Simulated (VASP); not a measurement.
Input:

```xyz
2
Lattice="0.0000 2.8954 2.8954 2.8954 0.0000 2.8954 2.8954 2.8954 0.0000" Properties=species:S:1:pos:R:3 pbc="T T T"
Ga     0.0000     0.0000     0.0000
As     1.4477     1.4477     1.4477
```

The numbers are results of vdW-DF-cx, VASP's PBE PAW potentials (set 64) (plane waves; VASP 6.6.1), not measurements. Numerical set-up: 520 eV cut-off, 8×8×8 Γ-centred mesh, Gaussian smearing of 0.050 eV, potentials Ga_d As.

Task: What does the run give for the energy per atom (σ→0), pressure, band gap (on the k-mesh) with the smallest direct gap where there is one?

Result: 
```
Item                                                         Value
------------------------  ----------------------------------------
band gap (on the k-mesh)  none (metal, semimetal or under 0.01 eV)
energy per atom (σ→0)                       -171.1 kJ/mol of atoms
pressure                                                 -3.33 GPa
```

The absolute energy has meaning only against runs of the same code, potentials and settings.

The compound is GaAs in the zinc blende structure. This cell is one point of a volume scan, at 1.06 of the reference volume.
